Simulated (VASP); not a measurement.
Here is the system:

```
Sc
1.0
    1.65500    -2.86654     0.00000
    1.65500     2.86654     0.00000
    0.00000     0.00000     5.27000
Sc
2
Direct
  0.33333   0.66667   0.25000
  0.66667   0.33333   0.75000
```

All values below come from RPBE GGA, VASP's PBE PAW potentials (set 64) (plane waves; VASP). Run with 520 eV cut-off, 11×11×6 Γ-centred mesh, first-order Methfessel-Paxton smearing of 0.10 eV, potentials Sc_sv.

Energy and stress use the plane-wave basis of the starting cell.

The ions, cell shape and volume are relaxed. Predict the relaxed structure.

```
Sc
1.0
    1.67934    -2.90869     0.00000
    1.67934     2.90869     0.00000
    0.00000     0.00000     5.23597
Sc
2
Cartesian
  1.67934   0.96957   1.30899
  1.67934  -0.96957   3.92698
```
Space group P6_3/mmc (194), at a tolerance of 0.03 Å.

How do energy and volume change from the first to the last step?

The energy (σ→0) changes by -4.1 meV/atom and the volume by +2.3 %, in 6 ionic steps.

The compound is Sc in the hcp structure. This run relaxes it. Symmetry was kept, so distortions that lower it aren't found.
